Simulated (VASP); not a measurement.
All values below come from PBE GGA, VASP's PBE PAW potentials (set 64) (plane waves; VASP 6.6.1).

The input files of a VASP run:

### KPOINTS
```
K-points
0
Gamma
 7 7 7
```

INCAR:
```
ALGO = Normal
EDIFF = 1E-6
EDIFFG = -0.01
ENCUT = 480
GGA = PE
IBRION = 2
ISIF = 3
ISMEAR = 0
LASPH = T
LCHARG = F
LMAXMIX = 4
LREAL = F
LWAVE = F
NELM = 100
NSW = 60
PREC = Accurate
SIGMA = 0.05
SYSTEM = PbS
```

### POSCAR
```
PbS
1
    0.0000000000     2.9700000000     2.9700000000
    2.9700000000     0.0000000000     2.9700000000
    2.9700000000     2.9700000000     0.0000000000
Pb S
1 1
Direct
  0.0000000000   0.0000000000   0.0000000000
  0.5000000000   0.5000000000   0.5000000000
```

POTCAR, in this order: Pb_d S (PBE.64 set). Program: vasp_std.

Energy and stress use the plane-wave basis of the starting cell.

### Question
Predict the energy per atom (σ→0), volume per atom.

### Answer

```
Property                        Value
---------------------  --------------
energy per atom (σ→0)  -4.385 eV/atom
volume per atom        27.08 Å^3/atom
```

OSZICAR:
```
...
DAV:   2    -0.877320240060E+01    0.17095E-01   -0.36078E-02   692   0.344E+00    0.284E-01
DAV:   3    -0.877051159356E+01    0.26908E-02   -0.11599E-02   692   0.192E+00    0.760E-02
DAV:   4    -0.877054502225E+01   -0.33429E-04   -0.26454E-04   576   0.148E-01    0.402E-02
DAV:   5    -0.877056099148E+01   -0.15969E-04   -0.43401E-05   714   0.861E-02    0.145E-02
DAV:   6    -0.877056305588E+01   -0.20644E-05   -0.59446E-06   704   0.363E-02    0.266E-03
DAV:   7    -0.877056184456E+01    0.12113E-05   -0.58221E-07   328   0.113E-02    0.104E-03
DAV:   8    -0.877056145249E+01    0.39207E-06   -0.10647E-07   298   0.526E-03
   3 F= -.87705615E+01 E0= -.87705615E+01  d E =-.987980E-02
```

The compound is PbS in the rock salt structure. This run relaxes it. Symmetry was kept, so distortions that lower it aren't found.
